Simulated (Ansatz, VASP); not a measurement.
**Cross-check of Si3N4 between VASP and Ansatz**

Wanted: the spread between two codes on one cell, functional and k mesh. Of the first pair: The structure shown is frame 50 of Ansatz's trajectory.

Method: plane waves, with VASP 6.6.1 beside it; single point at PBEsol, in Ansatz 0.2.0.

## 1. The structure

The cell holds 42 atoms: 18 Si and 24 N. Its edges and angles: a = 7.840 Å, b = 7.840 Å, c = 7.840 Å, α = 90.0°, β = 90.0°, γ = 90.0°. Kind glass; density_g_cm3 2.9; melt_temperature_k 3500; route random start, relaxed, short melt, two cooling runs, relaxed.

Coordinates:

```
Si N
1.0
     7.84042    0.00000    0.00000
     0.00000    7.84042    0.00000
     0.00000    0.00000    7.84042
Si N
18 24
Direct
  0.69011 0.84006 0.82977
  0.26526 0.33530 0.85066
  0.07729 0.78041 0.88309
  0.54318 0.29875 0.19630
  0.20602 0.46554 0.53345
  0.53537 0.79785 0.24518
  0.21835 0.57296 0.09503
  0.94741 0.70745 0.54910
  0.68886 0.04454 0.47069
  0.33689 0.11212 0.52595
  0.85954 0.86644 0.22135
  0.52395 0.21817 0.77397
  0.86078 0.13962 0.93888
  0.23982 0.10129 0.18103
  0.60789 0.52141 0.51764
  0.85912 0.38174 0.72673
  0.60128 0.61330 0.96956
  0.88717 0.32311 0.23530
  0.69502 0.82580 0.55353
  0.92729 0.68255 0.28933
  0.57865 0.02481 0.91867
  0.08124 0.42688 0.73083
  0.23162 0.91220 0.55982
  0.18731 0.90011 0.11847
  0.15331 0.23745 0.46245
  0.30872 0.77207 0.15116
  0.65452 0.39387 0.34973
  0.87231 0.87030 0.94919
  0.35377 0.51686 0.92544
  0.77368 0.47753 0.93809
  0.76411 0.30503 0.04785
  0.52703 0.71349 0.45698
  0.18059 0.30996 0.06587
  0.01916 0.53937 0.22138
  0.46464 0.46944 0.08856
  0.07195 0.88342 0.56664
  0.40709 0.14958 0.33657
  0.41716 0.46117 0.57966
  0.03799 0.19387 0.09926
  0.85498 0.18075 0.38920
  0.48172 0.07703 0.08195
  0.80331 0.55276 0.60534
```

## 2. Ansatz: dynamics, PBEsol

Ansatz runs on its default PAW (the set named soft_2) files.

One frame of this run of dynamics is then solved in both programs, so the motion causes no difference.

Contents of input.yaml:

```yaml
crystal:
  lattice:
    - [7.8404173681, 0.0, 0.0]
    - [0.0, 7.8404173681, 0.0]
    - [0.0, 0.0, 7.8404173681]
  atoms:
    - { symbol: Si, position: [0.69112992, 0.84908975, 0.84077488] }
    - { symbol: Si, position: [0.27982018, 0.3410997, 0.88189795] }
    - { symbol: Si, position: [0.09600305, 0.82659401, 0.92327253] }
    - { symbol: Si, position: [0.54126111, 0.27628759, 0.19752456] }
    - { symbol: Si, position: [0.20781674, 0.47657476, 0.55452201] }
    - { symbol: Si, position: [0.53399683, 0.86872378, 0.24902029] }
    - { symbol: Si, position: [0.19873547, 0.62255589, 0.11562535] }
    - { symbol: Si, position: [0.9706445, 0.69840364, 0.53147375] }
    - { symbol: Si, position: [0.68869178, 0.04600444, 0.4538803] }
    - { symbol: Si, position: [0.33608453, 1.12411822, 0.55587564] }
    - { symbol: Si, position: [0.82642335, 0.83754444, 0.20157728] }
    - { symbol: Si, position: [0.52119789, 0.21245387, 0.75821487] }
    - { symbol: Si, position: [0.8376799, 0.14033832, 0.95524366] }
    - { symbol: Si, position: [0.18802545, 0.11126793, 0.22626028] }
    - { symbol: Si, position: [0.61742619, 0.52671392, 0.52551692] }
    - { symbol: Si, position: [0.89067274, 0.38762873, 0.77355895] }
    - { symbol: Si, position: [0.59287405, 0.60753437, -0.00398907] }
    - { symbol: Si, position: [0.89236538, 0.34986875, 0.237839] }
    - { symbol: "N", position: [0.74561707, 0.83867818, 0.53957446] }
    - { symbol: "N", position: [-0.0493336, 0.68387214, 0.30112147] }
    - { symbol: "N", position: [0.6021409, 0.05272691, 0.9196328] }
    - { symbol: "N", position: [0.11556795, 0.39963255, 0.75076679] }
    - { symbol: "N", position: [0.23751185, 0.92263188, 0.59130449] }
    - { symbol: "N", position: [0.21534899, 0.9258465, 0.11465448] }
    - { symbol: "N", position: [0.19084622, 0.25975008, 0.43404781] }
    - { symbol: "N", position: [0.31708962, 0.80071337, 0.20026026] }
    - { symbol: "N", position: [0.67244711, 0.3691778, 0.36469398] }
    - { symbol: "N", position: [0.87926174, 0.90737593, 0.98224197] }
    - { symbol: "N", position: [0.36952204, 0.53056117, -0.01988389] }
    - { symbol: "N", position: [0.75013927, 0.46037919, -0.05347266] }
    - { symbol: "N", position: [0.74102088, 0.31803052, 0.06729871] }
    - { symbol: "N", position: [0.61193668, 0.74282245, 0.45783073] }
    - { symbol: "N", position: [0.18758147, 0.26997045, 0.06874379] }
    - { symbol: "N", position: [0.02014076, 0.52875552, 0.22833223] }
    - { symbol: "N", position: [0.46190883, 0.48503183, 0.14894526] }
    - { symbol: "N", position: [0.11774871, 0.8988348, 0.48811623] }
    - { symbol: "N", position: [0.36795286, 0.1818282, 0.34428779] }
    - { symbol: "N", position: [0.42239269, 0.47284562, 0.60109951] }
    - { symbol: "N", position: [0.01251043, 0.20167051, 0.11400732] }
    - { symbol: "N", position: [0.80761836, 0.23205856, 0.40304308] }
    - { symbol: "N", position: [0.54093727, 0.06406929, 0.10444342] }
    - { symbol: "N", position: [0.82355986, 0.52817227, 0.61798139] }
kpoints:
  mp_grid: { grid: [1, 1, 1] }
scf:
  occupations: { method: fermi_dirac, width: 0.1 }
  n_extra_bands: 27
hamiltonian:
  xc: pbesol
  pseudopotentials: { kind: paw }
output:
  forces: true
basis:
  ecutwfc: 320
md:
  timestep: 1.5
  n_steps: 150
  ensemble: nvt_langevin
  temperature: 3500
  seed: 2
```

Started as:

```console
$ ansatz run input.yaml --threads 8 --pin off --max-ram 40960MiB --backend cuda --events-out ev --progress --plain --runs-dir out
```

Numbers of over 12 decimals in the logs are rounded to 6 here.

Log:

```text
Warning: md: disabling space-group detection — thermal motion breaks the input geometry's symmetry, so no spatial operation reduces the k-mesh or symmetrises the density; time reversal is kept, so that k and −k are solved as one point where they differ and the mesh holds both, and exact exchange and, on two spinor components, a DFT+U term hold to it where the run has them: on two components no moment then forms, and  [...]
Warning: basis.ecutwfc = 320 eV is below the records' recommended 420 eV, and the density's cutoff is lower with it unless basis.ecutrho_ratio is high enough to keep the records' density cutoff: compare with a run at a higher cutoff
scf.n_extra_bands = 27 over 96 filled bands (N_el = 192.0): the run solves 123 bands
Engine: ansatz 0.2.0, aarch64-unknown-linux-gnu
Pseudopotentials: kind: paw
Pseudopotential: Si, paw, valence charge 4, recommended cutoff 420 eV (normal), Si.paw.azcp
Pseudopotential: N, paw, valence charge 5, recommended cutoff 420 eV (normal), N.paw.azcp
Functional definition: PBEsol
  exchange = pbesol_x
  correlation = pbesol_c
[...]
Crystal: 42 atoms, lattice volume = 481.967 Å³
Basis set: ecut = 320 eV, 6235 PW (Γ), exchange–correlation on 96×96×96 points (8 copies of the dense FFT grid, shifted against one another)
Bands: 123, of which v1, the nominal top of the filled ones, is band 96 counted from 1 (95 counted from 0)
Symmetry: 1 space group operations
k-points: 1
Non-local potential: Si, projectors of the file, l = 0: 2, l = 1: 2, l = 2: 2
Non-local potential: N, projectors of the file, l = 0: 2, l = 1: 2, l = 2: 1
PAW form: soft (Blöchl's): semilocal exchange-correlation on the pseudo side does not see the compensation charge
PAW frozen core: Si, regenerated for the run's functional, and the local potential with it (the file was generated under x = pbe(κ = 0.804, μ = 0.219515), c = pbe(β = 0.066725))
PAW frozen core: N, regenerated for the run's functional, and the local potential with it (the file was generated under x = pbe(κ = 0.804, μ = 0.219515), c = pbe(β = 0.066725))
PAW one-centre angular grid: Si, 110 points (default); XC on 64 Gauss nodes
PAW one-centre angular grid: N, 110 points (default); XC on 64 Gauss nodes
Initial density: superposition of atomic densities (neutral atoms: chi_scale 0, normalization atom), corrected by the library's trained network
Initial wavefunctions: pseudopotential atomic-orbital guess
[...]
Functional: x = pbesol(κ = 0.804, μ = 0.123457), c = pbesol(β = 0.046)
SCF iter   1: F=—  HF=-20265.993105 eV  |F-HF|=—  |Δ(HF+E_count)|=         —  Δρ=1.99e-2  dr2=2.06e0  ethr=1.77e-3  ⟨swp⟩=9.0  Hψ=651  notcnv=0  defer=1
preconditioner: auto → Resta (q_TF=auto, 2.340 Å⁻¹)  ε∞=5.3  [insulator: Δε(μ)=1.053 eV  Ē_g=11.334 eV  σ=0.100 eV  W_gap=0.99  n_scr=92 (ndim 8)  ℏωp=23.4 eV  f_vac=0.018  D(μ)=0.21/eV (n_scr^D=0)  ε∞_Penn≈5.3]
SCF iter   2: F=—  HF=-20265.531514 eV  |F-HF|=—  |Δ(HF+E_count)|=   4.62e-1  Δρ=6.49e-3  dr2=1.91e-1  ethr=1.07e-3  ⟨swp⟩=3.0  Hψ=218  notcnv=0  defer=6
[...]
SCF iter  12: F=-20265.502549 eV  HF=-20265.502549 eV  |F-HF|=5.71e-9  |Δ(HF+E_count)|=   4.24e-8  Δρ=1.13e-6  dr2=9.65e-9  ethr=2.19e-11  ⟨swp⟩=4.0  Hψ=396  notcnv=0
SCF 1 converged in 12 iterations: F = -20265.502549 eV  dr2 = 9.65e-9
  greatest PAW one-centre occupation: 0.821 electrons in one spin orbital (limit 2), on the N atom at site 35 (counted from 0), in its partial waves of l = 0
md step     0: t =     0.00 fs  T =     0.0 K  F+E_penalty+E_count = -20265.50254924 eV  E_kin = 0.000000 eV  (12 SCF iters)
[... from here on, the SCF cycles and remarks between the steps are left out ...]
md step     1: t =     1.50 fs  T =   120.2 K  F+E_penalty+E_count = -20265.49867550 eV  E_kin = 0.652334 eV  (8 SCF iters)
md step     3: t =     4.50 fs  T =   348.6 K  F+E_penalty+E_count = -20265.35308826 eV  E_kin = 1.892424 eV  (9 SCF iters)
md step     5: t =     7.50 fs  T =   397.4 K  F+E_penalty+E_count = -20264.94390422 eV  E_kin = 2.157688 eV  (7 SCF iters)
md step     7: t =    10.50 fs  T =   478.1 K  F+E_penalty+E_count = -20264.48648915 eV  E_kin = 2.595637 eV  (8 SCF iters)
md step     9: t =    13.50 fs  T =   662.4 K  F+E_penalty+E_count = -20263.93974559 eV  E_kin = 3.596200 eV  (7 SCF iters)
md step    11: t =    16.50 fs  T =   708.9 K  F+E_penalty+E_count = -20263.23648307 eV  E_kin = 3.848354 eV  (8 SCF iters)
md step    13: t =    19.50 fs  T =   818.2 K  F+E_penalty+E_count = -20262.65095321 eV  E_kin = 4.441873 eV  (8 SCF iters)
md step    15: t =    22.50 fs  T =   873.7 K  F+E_penalty+E_count = -20262.11536045 eV  E_kin = 4.743296 eV  (8 SCF iters)
md step    17: t =    25.50 fs  T =   952.3 K  F+E_penalty+E_count = -20261.40028254 eV  E_kin = 5.169905 eV  (8 SCF iters)
md step    19: t =    28.50 fs  T =   819.4 K  F+E_penalty+E_count = -20260.69544442 eV  E_kin = 4.448508 eV  (8 SCF iters)
md step    21: t =    31.50 fs  T =   833.0 K  F+E_penalty+E_count = -20260.04136989 eV  E_kin = 4.522267 eV  (8 SCF iters)
md step    23: t =    34.50 fs  T =   974.1 K  F+E_penalty+E_count = -20259.52999485 eV  E_kin = 5.288532 eV  (8 SCF iters)
md step    25: t =    37.50 fs  T =  1226.2 K  F+E_penalty+E_count = -20259.16726383 eV  E_kin = 6.656899 eV  (8 SCF iters)
md step    27: t =    40.50 fs  T =  1419.6 K  F+E_penalty+E_count = -20259.03372294 eV  E_kin = 7.706697 eV  (8 SCF iters)
md step    29: t =    43.50 fs  T =  1366.0 K  F+E_penalty+E_count = -20258.71649146 eV  E_kin = 7.415862 eV  (8 SCF iters)
md step    31: t =    46.50 fs  T =  1287.9 K  F+E_penalty+E_count = -20258.22062112 eV  E_kin = 6.991695 eV  (8 SCF iters)
md step    32: t =    48.00 fs  T =  1347.0 K  F+E_penalty+E_count = -20257.93940641 eV  E_kin = 7.312996 eV  (7 SCF iters)
md step    33: t =    49.50 fs  T =  1491.1 K  F+E_penalty+E_count = -20257.62516767 eV  E_kin = 8.094935 eV  (8 SCF iters)
md step    34: t =    51.00 fs  T =  1358.0 K  F+E_penalty+E_count = -20257.22840581 eV  E_kin = 7.372462 eV  (8 SCF iters)
md step    35: t =    52.50 fs  T =  1247.9 K  F+E_penalty+E_count = -20256.80877745 eV  E_kin = 6.774776 eV  (8 SCF iters)
md step    36: t =    54.00 fs  T =  1188.7 K  F+E_penalty+E_count = -20256.41615032 eV  E_kin = 6.453285 eV  (8 SCF iters)
md step    37: t =    55.50 fs  T =  1220.2 K  F+E_penalty+E_count = -20256.11781302 eV  E_kin = 6.624456 eV  (8 SCF iters)
md step    38: t =    57.00 fs  T =  1326.0 K  F+E_penalty+E_count = -20255.94572839 eV  E_kin = 7.198909 eV  (9 SCF iters)
[...]
md step    44: t =    66.00 fs  T =  1528.6 K  F+E_penalty+E_count = -20255.52559439 eV  E_kin = 8.298571 eV  (10 SCF iters)
md step    45: t =    67.50 fs  T =  1555.7 K  F+E_penalty+E_count = -20255.48161022 eV  E_kin = 8.445502 eV  (10 SCF iters)
md step    46: t =    69.00 fs  T =  1653.1 K  F+E_penalty+E_count = -20255.51941250 eV  E_kin = 8.974665 eV  (10 SCF iters)
md step    47: t =    70.50 fs  T =  1785.1 K  F+E_penalty+E_count = -20255.64685153 eV  E_kin = 9.691212 eV  (11 SCF iters)
md step    48: t =    72.00 fs  T =  1865.0 K  F+E_penalty+E_count = -20255.80584789 eV  E_kin = 10.125057 eV  (10 SCF iters)
md step    49: t =    73.50 fs  T =  1873.6 K  F+E_penalty+E_count = -20255.91200282 eV  E_kin = 10.171363 eV  (9 SCF iters)
md step    50: t =    75.00 fs  T =  1989.3 K  F+E_penalty+E_count = -20255.93068594 eV  E_kin = 10.799563 eV  (12 SCF iters)
md step    51: t =    76.50 fs  T =  2063.3 K  F+E_penalty+E_count = -20255.83857348 eV  E_kin = 11.201276 eV  (9 SCF iters)
[...]
```

## 3. VASP: single point, PBEsol, pair 1

The same cell, functional, mesh and smearing now go to VASP, with its own data sets.

Lines of VASP's logs that name or quote its potential files are left out, and so is its time.

Contents of INCAR:

```
SYSTEM = Si3N4
PREC = Accurate
ENCUT = 520
EDIFF = 1E-06
NELM = 120
ISMEAR = -1
SIGMA = 0.1
LREAL = Auto
ALGO = Normal
GGA = PS
NBANDS = 128
LORBIT = 11
LWAVE = .FALSE.
LCHARG = .FALSE.
ISIF = 2
LASPH = .TRUE.
GGA_COMPAT = .FALSE.
EFERMI = MIDGAP
NCORE = 2
```

Contents of POSCAR:

```
Si3N4
1.0
    7.8404173681      0.0000000000      0.0000000000
    0.0000000000      7.8404173681      0.0000000000
    0.0000000000      0.0000000000      7.8404173681
Si N
18 24
Direct
    0.6901126236      0.8400560443      0.8297652656
    0.2652553942      0.3353031958      0.8506644081
    0.0772883600      0.7804071789      0.8830856414
    0.5431828180      0.2987504223      0.1962951623
    0.2060151806      0.4655402676      0.5334515758
    0.5353686931      0.7978503830      0.2451824832
    0.2183455191      0.5729646509      0.0950284870
    0.9474063243      0.7074471600      0.5491012529
    0.6888578435      0.0445427818      0.4706943300
    0.3368885706      0.1121235759      0.5259536331
    0.8595376603      0.8664380582      0.2213518641
    0.5239524642      0.2181730793      0.7739696390
    0.8607750944      0.1396170572      0.9388825434
    0.2398246052      0.1012854243      0.1810316892
    0.6078863887      0.5214120382      0.5176390247
    0.8591188050      0.3817354178      0.7267255979
    0.6012762814      0.6133034473      0.9695614418
    0.8871731789      0.3231077991      0.2353020143
    0.6950215459      0.8258020837      0.5535343077
    0.9272861414      0.6825530771      0.2893314085
    0.5786537613      0.0248132199      0.9186675481
    0.0812437617      0.4268791880      0.7308283132
    0.2316166238      0.9122043718      0.5598216006
    0.1873122222      0.9001083321      0.1184726471
    0.1533121189      0.2374494766      0.4624510188
    0.3087180039      0.7720736940      0.1511636364
    0.6545200031      0.3938749501      0.3497273004
    0.8723066233      0.8702953784      0.9491850562
    0.3537730034      0.5168613876      0.9254442752
    0.7736840675      0.4775271295      0.9380923263
    0.7641125107      0.3050294248      0.0478503863
    0.5270280657      0.7134918637      0.4569786061
    0.1805911514      0.3099644937      0.0658725136
    0.0191604596      0.5393723065      0.2213803065
    0.4646404431      0.4694406978      0.0885612293
    0.0719469352      0.8834240162      0.5666407528
    0.4070875121      0.1495825981      0.3365686897
    0.4171571291      0.4611690718      0.5796600853
    0.0379850952      0.1938686333      0.0992628279
    0.8549784642      0.1807499440      0.3892024948
    0.4817215491      0.0770263841      0.0819453825
    0.8033122096      0.5527574358      0.6053380550
```

Contents of KPOINTS:

```
Automatic mesh
0
Gamma
1 1 1
0 0 0
```

PAW data sets: Si and N (PBE family, release 64).

Started as:

```console
$ mpirun -np 8 vasp_gam
```

Log:

```text
[banner, memory and clock lines left out]
running    8 mpi-ranks, on    1 nodes
[...]
|                                                                             |
|               ----> ADVICE to this user running VASP <----                  |
|                                                                             |
|     You enforced a specific xc type in the INCAR file but a different       |
|     [... a line on the potential file left out ...]
|     I HOPE YOU KNOW WHAT YOU ARE DOING!                                     |
|                                                                             |

 LDA part: xc-table for (Slater+PW92), standard interpolation
 POSCAR, INCAR and KPOINTS ok, starting setup
[...]
entering main loop
       N       E                     dE             d eps       ncg     rms          rms(c)
DAV:   1     0.141905321972E+04    0.14191E+04   -0.10556E+05   256   0.146E+03
DAV:   2    -0.174239654300E+03   -0.15933E+04   -0.14980E+04   328   0.328E+02
DAV:   3    -0.327364085845E+03   -0.15312E+03   -0.14850E+03   320   0.102E+02
DAV:   4    -0.331925606854E+03   -0.45615E+01   -0.45035E+01   320   0.187E+01
[...]
DAV:  18    -0.299554489680E+03   -0.35827E-05   -0.11495E-05   296   0.114E-02    0.611E-03
DAV:  19    -0.299554491333E+03   -0.16533E-05   -0.25850E-06   200   0.520E-03    0.403E-03
DAV:  20    -0.299554491703E+03   -0.36967E-06   -0.69538E-07   168   0.265E-03
   1 F= -.29955449E+03 E0= -.29935602E+03  d E =-.396949E+00
```

OUTCAR, selected parts (step 3):

```text
  Total      -25.9527666     -3.2161019     -4.9611011     -7.0662836     -9.1643015      3.2218878
  in kB      -86.2733571    -10.6911109    -16.4919159    -23.4900586    -30.4643842     10.7103446
  external PRESSURE =     -37.8187946 kB  Pullay stress =       0.0000000 kB

 POSITION                                       TOTAL-FORCE (eV/Angst)
 -----------------------------------------------------------------------------------
      5.41077      6.58639      6.50571        -2.168223      1.168095     -0.790338
      2.07971      2.62892      6.66956        -2.389466     -0.812633     -1.277811
      0.60597      6.11872      6.92376        -0.394099      0.593499      1.354904
      4.25878      2.34233      1.53904        -0.114632     -4.064745     -0.781669
      1.61525      3.65003      4.18248        -1.583538     -1.620174     -0.348895
      4.19751      6.25548      1.92233        -1.123105      0.894501     -1.696243
      1.71192      4.49228      0.74506        -1.822169     -0.458323      1.149937
      7.42806      5.54668      4.30518        -0.921110     -1.322128     -2.560615
      5.40093      0.34923      3.69044         0.530716      1.173422     -0.925678
      2.64135      0.87910      4.12370        -2.739653      0.718194      3.613766
      6.73913      6.79324      1.73549        -0.710527      1.712212     -2.317725
      4.10801      1.71057      6.06824         0.201623     -2.061649     -1.338765
      6.74884      1.09466      7.36123         0.524764     -1.369387     -1.197442
      1.88032      0.79412      1.41936         0.722172      1.903566     -0.575998
[...]
-----------------------------------------------------------------------------------
    total drift:                                0.002732     -0.000880     -0.001133

  FREE ENERGIE OF THE ION-ELECTRON SYSTEM (eV)
  ---------------------------------------------------
  free  energy   TOTEN  =      -299.5544917025 eV

  energy  without entropy=     -299.1575430570  energy(sigma->0) =     -299.35601738

[... 3 further parts left out ...]
[key lines of the parts left out:]
E-fermi :   6.9678
```

The gap is under twice the smearing width, so the edge states are partly filled and the run can't tell a small gap from a semimetal. The PAW data sets were made with PBE, which is usual practice but a small mismatch for other functionals.

## 4. Comparison

Known differences besides the potentials themselves: the cutoff is 320 eV in Ansatz and 520 eV in VASP (PREC = Accurate, projectors in real space); Ansatz makes its cores anew for this functional, VASP keeps those of its PBE data sets; Ansatz's log warns that its cutoff lies below the recommended one. Total energies have different zeros and are not compared.

Forces on 9 of the 42 atoms, those with the largest forces and the largest differences (eV/Å; atoms numbered as in POSCAR):

| atom | Ansatz x, y, z | VASP x, y, z |
| --- | --- | --- |
| Si4 | -0.130, -4.087, -0.744 | -0.115, -4.065, -0.782 |
| Si10 | -2.780, 0.767, 3.579 | -2.740, 0.718, 3.614 |
| N20 | 1.735, -2.687, 2.228 | 1.769, -2.699, 2.232 |
| N29 | 2.886, 1.984, 0.654 | 2.875, 1.994, 0.550 |
| N31 | -2.575, 2.907, 0.681 | -2.585, 2.805, 0.715 |
| N32 | 2.470, 3.680, -0.708 | 2.467, 3.659, -0.722 |
| N35 | -1.530, 1.602, -0.135 | -1.525, 1.543, -0.027 |
| N37 | 0.753, 0.586, -3.594 | 0.741, 0.573, -3.561 |
| N40 | -1.118, -3.752, 2.128 | -1.120, -3.722, 2.135 |

The forces differ by 32 meV/Å r.m.s., which is 2.0 % of the r.m.s. force of 1.586 eV/Å (both taken over all components).

(Part 1 of 3 ends here.)

[Lines on the potential files, build, host, timing and source positions are cut from VASP's logs without a mark.]

[Logs are printed without paths, hosts, clocks, repeated set-up lines and the standing remarks that a program may print on its own settings, such as how far it seeks lower states.]

[Hosts, paths, dates, database ids (printed as entryN), source tags and the programs' standing remarks are cut or masked in the printed files.]
